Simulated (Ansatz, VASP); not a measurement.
# Ti: VASP beside Ansatz, part 2 of 2

One calculation is typed for both programs; each brings its own data sets. How far apart do they land? Of the first pair: The structure shown is the end of the Ansatz relaxation below.

VASP 6.6.1 and Ansatz 0.2.0.

So far. Step 3 (VASP: single point, PBEsol, pair 1): The run ends at a pressure of -0.30 GPa.

## 6. VASP: single point, PBEsol, pair 2

Level of this step: PBEsol; plane waves and PAW (Ti_sv) (VASP).

The same cell, functional, mesh and smearing now go to VASP, with its own data sets.

File INCAR:

```
SYSTEM = Ti
PREC = Accurate
ENCUT = 500
EDIFF = 1E-06
NELM = 120
ISMEAR = -1
SIGMA = 0.05
LREAL = .FALSE.
ALGO = Normal
GGA = PS
NBANDS = 18
LASPH = .TRUE.
LORBIT = 11
LWAVE = .FALSE.
LCHARG = .FALSE.
ISIF = 2
GGA_COMPAT = .FALSE.
KPAR = 2
```

File POSCAR:

```
Ti
1.0
    2.8139350800      0.0000000000      0.0000000000
   -1.4069675400      2.4369392639      0.0000000000
    0.0000000000      0.0000000000      4.7133527070
Ti
2
Direct
    0.3333333333      0.6666666667      0.7500000000
    0.6666666667      0.3333333333      0.2500000000
```

File KPOINTS:

```
Automatic mesh
0
Gamma
17 17 10
0 0 0
```

PAW data sets: Ti_sv (PBE family, release 64).

Launch:

```bash
mpirun -np 2 vasp_std
```

Numbers of over 12 decimals in the logs are rounded to 6 here.

Output:

```text
[banner, memory and clock lines left out]
running    2 mpi-ranks, on    1 nodes
[...]
[... a notice as in an earlier step ...]

 LDA part: xc-table for (Slater+PW92), standard interpolation
 POSCAR, INCAR and KPOINTS ok, starting setup
[...]
entering main loop
       N       E                     dE             d eps       ncg     rms          rms(c)
DAV:   1     0.254165945474E+03    0.25417E+03   -0.12881E+04  7136   0.165E+03
DAV:   2     0.107665777434E+02   -0.24340E+03   -0.24023E+03  7284   0.450E+02
DAV:   3    -0.175744968561E+02   -0.28341E+02   -0.28017E+02 13314   0.127E+02
DAV:   4    -0.186726842127E+02   -0.10982E+01   -0.10975E+01  8192   0.262E+01
[...]
DAV:  11    -0.166491151559E+02   -0.50256E-04   -0.21270E-04  8284   0.122E-01    0.393E-02
DAV:  12    -0.166491062446E+02    0.89113E-05   -0.45090E-05  8694   0.593E-02    0.517E-03
DAV:  13    -0.166491064425E+02   -0.19782E-06   -0.12091E-06  5600   0.103E-02
   1 F= -.16649106E+02 E0= -.16640559E+02  d E =-.170953E-01
```

OUTCAR, selected parts (step 6):

```text
  Total        1.2123086      1.2123086     -0.0693302      0.0000000      0.0000000      0.0000000
  in kB       60.0945454     60.0945454     -3.4367212      0.0000000      0.0000000      0.0000000
  external PRESSURE =      38.9174565 kB  Pullay stress =       0.0000000 kB

 POSITION                                       TOTAL-FORCE (eV/Angst)
 -----------------------------------------------------------------------------------
     -0.00000      1.62463      3.53501        -0.000000      0.000000      0.000000
      1.40697      0.81231      1.17834         0.000000     -0.000000      0.000000
 -----------------------------------------------------------------------------------
    total drift:                                0.000000     -0.000000      0.000000

  FREE ENERGIE OF THE ION-ELECTRON SYSTEM (eV)
  ---------------------------------------------------
  free  energy   TOTEN  =       -16.6491064425 eV

  energy  without entropy=      -16.6320111080  energy(sigma->0) =      -16.64055878

[... 1 part as in an earlier step ...]

[... 2 further parts left out ...]
[key lines of the parts left out:]
E-fermi :   8.9673
```

The run ends at a pressure of 3.89 GPa.

## 7. Side by side

Both answers:

```csv
quantity,Ansatz,VASP,difference
pressure (GPa),4.25,3.89,+0.36
```

## 8. VASP: relaxation of cell and atoms, PBEsol

The relaxed volume is the usual yardstick between codes: in a stiff, nearly cubic crystal its relative difference is about their pressure difference at one cell divided by the bulk modulus. Its start cell is another than that of the pair before, and may be another structure of the material.

Edit INCAR of step 6 so:

```diff
@@ -3,3 +3,3 @@
 ENCUT = 500
-EDIFF = 1E-06
+EDIFF = 1E-07
 NELM = 120
@@ -15,4 +15,8 @@
 LCHARG = .FALSE.
-ISIF = 2
+ISIF = 3
+IBRION = 2
+NSW = 80
+EDIFFG = -0.005
 GGA_COMPAT = .FALSE.
+NELMIN = 4
 KPAR = 2
```

File POSCAR:

```
Ti
1.0
    2.8988830050      0.0000000000      0.0000000000
   -1.4494415025      2.5105063238      0.0000000000
    0.0000000000      0.0000000000      4.5855242133
Ti
2
Direct
    0.3333333300      0.6666666700      0.7500000000
    0.6666666700      0.3333333300      0.2500000000
```

File KPOINTS:

```
Automatic mesh
0
Gamma
17 17 9
0 0 0
```

Launch:

```bash
mpirun -np 2 vasp_std
```

Output:

```text
[... set-up lines as in an earlier step ...]
 entering main loop
       N       E                     dE             d eps       ncg     rms          rms(c)
DAV:   1     0.254099317017E+03    0.25410E+03   -0.12897E+04  5948   0.164E+03
DAV:   2     0.106666151389E+02   -0.24343E+03   -0.24033E+03  6030   0.452E+02
DAV:   3    -0.177372589384E+02   -0.28404E+02   -0.28120E+02 11250   0.126E+02
DAV:   4    -0.188600547872E+02   -0.11228E+01   -0.11209E+01  6786   0.263E+01
[...]
DAV:  12    -0.166870840748E+02    0.78790E-05   -0.36459E-05  7374   0.536E-02    0.638E-03
DAV:  13    -0.166870841420E+02   -0.67204E-07   -0.15448E-06  7446   0.112E-02    0.451E-04
DAV:  14    -0.166870842029E+02   -0.60946E-07   -0.16606E-07  4996   0.278E-03
   1 F= -.16687084E+02 E0= -.16678790E+02  d E =-.166871E+02
[...]
N       E                     dE             d eps       ncg     rms          rms(c)
DAV:   1    -0.166872377915E+02   -0.15365E-03   -0.36927E-03  9274   0.767E-01    0.108E-01
DAV:   2    -0.166870819698E+02    0.15582E-03   -0.62978E-04  7830   0.273E-01    0.285E-02
DAV:   3    -0.166870776709E+02    0.42989E-05   -0.11329E-04  8640   0.633E-02    0.106E-02
DAV:   4    -0.166870821302E+02   -0.44594E-05   -0.14835E-05  7844   0.277E-02    0.444E-03
DAV:   5    -0.166870857710E+02   -0.36408E-05   -0.77558E-06  7848   0.161E-02    0.585E-03
DAV:   6    -0.166870866029E+02   -0.83189E-06   -0.16029E-06  8178   0.105E-02    0.173E-03
DAV:   7    -0.166870868995E+02   -0.29657E-06   -0.28570E-07  5546   0.429E-03    0.486E-04
DAV:   8    -0.166870868701E+02    0.29402E-07   -0.23682E-08  3146   0.157E-03
   2 F= -.16687087E+02 E0= -.16678797E+02  d E =-.266715E-05
 trial-energy change:   -0.000003  1 .order   -0.000002   -0.000007    0.000003
 step:   0.7921(harm=  0.7144)  dis= 0.00000  next Energy=   -16.687087 (dE=-0.293E-05)
 reached required accuracy - stopping structural energy minimisation
```

Parts of OUTCAR (step 8):

```text
  Total        0.0050398      0.0050398      0.0029236      0.0000000      0.0000000      0.0000000
  in kB        0.2421159      0.2421159      0.1404507      0.0000000      0.0000000      0.0000000
  external PRESSURE =       0.2082275 kB  Pullay stress =       0.0000000 kB

 POSITION                                       TOTAL-FORCE (eV/Angst)
 -----------------------------------------------------------------------------------
     -0.00000      1.67339      3.43804        -0.000000      0.000000      0.000000
      1.44920      0.83670      1.14601         0.000000     -0.000000      0.000000
 -----------------------------------------------------------------------------------
    total drift:                               -0.000009      0.000005     -0.000000

  FREE ENERGIE OF THE ION-ELECTRON SYSTEM (eV)
  ---------------------------------------------------
  free  energy   TOTEN  =       -16.6870868701 eV

  energy  without entropy=      -16.6705078582  energy(sigma->0) =      -16.67879736

 reached required accuracy - stopping structural energy minimisation

[... 3 further parts left out ...]
[key lines of the parts left out:]
E-fermi :   8.6454
```

## 9. Ansatz: relaxation of cell and atoms, PBEsol

Its own start cell and the same functional, mesh and smearing now go to Ansatz.

The two relaxations start from unlike cells of this crystal (the structure described is Ansatz's start), so only their ends are compared.

File input.yaml:

```yaml
crystal:
  lattice:
    - [2.95, 0.0, 0.0]
    - [-1.475, 2.55477494, 0.0]
    - [0.0, 0.0, 4.68]
  atoms:
    - { symbol: Ti, position: [0.33333333, 0.66666667, 0.75] }
    - { symbol: Ti, position: [0.66666667, 0.33333333, 0.25] }
kpoints:
  mp_grid: { grid: [17, 17, 9] }
scf:
  occupations: { method: fermi_dirac, width: 0.05 }
hamiltonian:
  xc: pbesol
  pseudopotentials: { kind: paw, azcp: { folder: soft_1 }, xc_functional: pbe }
basis:
  ecutwfc: 600
output:
  forces: true
  stress: true
relax:
  f_tol: 0.005
  max_steps: 70
  cell: { stress_tol: 0.02, p_target: 0 }
```

Launch:

```bash
ansatz run input.yaml --threads 4 --pin off --max-ram 10240MiB --backend cpu --events-out ev --progress --plain --runs-dir out
```

Output:

```text
[...]
Crystal: 2 atoms, lattice volume = 35.271 Å³
Basis set: ecut = 600 eV, 1141 PW (Γ), exchange–correlation on 48×48×80 points (8 copies of the dense FFT grid, shifted against one another)
Bands: 16, of which v1, the nominal top of the filled ones, is band 12 counted from 1 (11 counted from 0)
Symmetry: 24 space group operations
[...]
k-points: 165 of 2601
[...]
-0.000000       0.019177       0.000000
        0.000000       0.000000      -0.019635
  P = ⅓ Tr σ = 0.0062 GPa (0.062 kbar)
--- Relaxed structure (5 steps of the walk, 4 accepted, 1 SCFs on fresh bases) ---
[...]
cell:  # Å, volume = 33.4426 Å³
    - [2.900964, 0, 0]
    - [-1.450482, 2.512308, 0]
    - [0, 0, 4.588650]
  atoms:
    - { symbol: Ti, position: [0.333333, 0.666667, 0.75] }
    - { symbol: Ti, position: [0.666667, 0.333333, 0.25] }
[key lines of the parts left out:]
SCF converged after 8 iterations
Free energy (F): -4947.812079 eV
Fermi energy:    13.766490 eV
```

## 10. Comparison

What differs besides the data sets and the points named for the pairs above, as far as they apply: Ansatz adds a Pulay correction to the stress that steers its cell, VASP none. Total energies have different zeros and are not compared.

Compared:

```csv
quantity,Ansatz,VASP,difference
volume (Å³),33.44,33.35,+0.28 %
"edge a after relaxation, in the typed setting (Å)",2.901,2.898,+0.09 %
"edge c after relaxation, in the typed setting (Å)",4.589,4.584,+0.10 %
```

## 11. What came out

```yaml
difference_in_pressure_single_point_pbesol_pair_1: 0.29 GPa
difference_in_pressure_single_point_pbesol_pair_2: 0.36 GPa
difference_in_volume_relaxation_of_cell_and_atoms_pbesol: 0.28 %
```

What this shows: The difference in pressure is 0.36 GPa (single point, PBEsol, pair 2), within the 1 GPa picked in this series as the mark of a large difference. 5 further runs of this series are not shown here. Such differences can come from data sets, numerical settings and the points named under the comparisons, not from the functional's error against experiment.

[Lines on the potential files, build, host, timing and source positions are cut from VASP's logs without a mark.]

[Logs are printed without paths, hosts, clocks, repeated set-up lines and the standing remarks that a program may print on its own settings, such as how far it seeks lower states.]

[Hosts, paths, dates, database ids (printed as entryN), source tags and the programs' standing remarks are cut or masked in the printed files.]
